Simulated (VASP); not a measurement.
Output of a VASP run:

**OSZICAR**
```
       N       E                     dE             d eps       ncg     rms          rms(c)
DAV:   1     0.213202645031E+03    0.21320E+03   -0.16090E+04   704   0.157E+03
DAV:   2     0.315880860706E+01   -0.21004E+03   -0.20303E+03   753   0.388E+02
DAV:   3    -0.561486609074E+01   -0.87737E+01   -0.87577E+01   725   0.899E+01
DAV:   4    -0.565671558707E+01   -0.41849E-01   -0.41844E-01   795   0.627E+00
DAV:   5    -0.565686858768E+01   -0.15300E-03   -0.15300E-03   727   0.323E-01    0.104E+01
DAV:   6    -0.398179026983E+01    0.16751E+01   -0.50885E+00   894   0.431E+01    0.763E+00
DAV:   7    -0.401671628401E+01   -0.34926E-01   -0.80479E-01   685   0.953E+00    0.447E+00
DAV:   8    -0.400863979585E+01    0.80765E-02   -0.15307E-01   717   0.410E+00    0.701E-01
DAV:   9    -0.399988830991E+01    0.87515E-02   -0.38548E-02   847   0.252E+00    0.924E-02
DAV:  10    -0.400036654287E+01   -0.47823E-03   -0.30287E-03   685   0.679E-01    0.107E-01
DAV:  11    -0.400042142307E+01   -0.54880E-04   -0.11192E-04   706   0.145E-01    0.407E-02
DAV:  12    -0.400044135180E+01   -0.19929E-04   -0.55899E-05   682   0.743E-02    0.188E-02
DAV:  13    -0.400044194857E+01   -0.59677E-06   -0.21793E-06   775   0.140E-02    0.586E-03
DAV:  14    -0.400044187103E+01    0.77536E-07   -0.46741E-07   687   0.121E-02
   1 F= -.40004419E+01 E0= -.40004419E+01  d E =-.209223E-13
```

OUTCAR:
```
------------------------ aborting loop because EDIFF is reached ----------------------------------------
  FORCE on cell =-STRESS in cart. coord.  units (eV):
  Direction    XX          YY          ZZ          XY          YZ          ZX
  --------------------------------------------------------------------------------------
  Total        0.8546728      0.8546728      0.8546728      0.0000000      0.0000000      0.0000000
  in kB       35.2643385     35.2643385     35.2643385      0.0000000      0.0000000      0.0000000
  external PRESSURE =      35.2643385 kB  Pullay stress =       0.0000000 kB
  volume of cell :       38.83
      direct lattice vectors                 reciprocal lattice vectors
     0.000000000  2.687704851  2.687704851    -0.186032332  0.186032332  0.186032332
     2.687704851  0.000000000  2.687704851     0.186032332 -0.186032332  0.186032332
     2.687704851  2.687704851  0.000000000     0.186032332  0.186032332 -0.186032332
 POSITION                                       TOTAL-FORCE (eV/Angst)
 -----------------------------------------------------------------------------------
      0.00000      0.00000      0.00000         0.000000     -0.000000      0.000000
      1.34385      1.34385      1.34385         0.000000      0.000000      0.000000
      4.03156      4.03156      4.03156        -0.000000     -0.000000     -0.000000
 -----------------------------------------------------------------------------------
    total drift:                                0.000000      0.000000      0.000000
  FREE ENERGIE OF THE ION-ELECTRON SYSTEM (eV)
  ---------------------------------------------------
  free  energy   TOTEN  =        -4.0004418710 eV

  energy  without entropy=       -4.0004418710  energy(sigma->0) =       -4.00044187
```
(Selected blocks of OUTCAR.)

File POSCAR:
```
CdF2
1
    0.0000000000     2.6877048508     2.6877048508
    2.6877048508     0.0000000000     2.6877048508
    2.6877048508     2.6877048508     0.0000000000
Cd F
1 2
Direct
  0.0000000000   0.0000000000   0.0000000000
  0.2500000000   0.2500000000   0.2500000000
  0.7500000000   0.7500000000   0.7500000000
```

Problem. Write an INCAR and KPOINTS that could have produced this output.

Solution. Several could match; the one computed here: the input of the run itself, optB86b-vdW, plane waves, VASP's PBE PAW potentials (set 64).

INCAR:
```
# general
SYSTEM  =CdF2
PREC    =Accurate
ENCUT   =520   # plane-wave cut-off (eV)
LREAL   =.False.   # projection in real space or not
LASPH   =.True.   # aspherical one-centre terms

# electronic loop
EDIFF   =1E-7
NELM    =100   # most electronic steps
ALGO    =Normal   # blocked Davidson
LMAXMIX =4   # l cut-off of mixed one-centre charges

# smearing
ISMEAR  =0   # Gaussian
SIGMA   =0.05   # width (eV)

# functional
GGA     =MK
LUSE_VDW=.True.
AGGAC   =0.0
PARAM1  =0.1234
PARAM2  =1.0

# ions
ISIF    =2   # forces and stress, cell fixed

# output
LWAVE   =.False.
LCHARG  =.False.
```

File KPOINTS:
```
Automatic mesh
0
G
  7 7 7
```

POTCAR, in this order: Cd F (PBE.64 set). Program: vasp_std.

The compound is CdF2 in the fluorite structure. This cell is one point of a volume scan, at 0.97 of the reference volume.
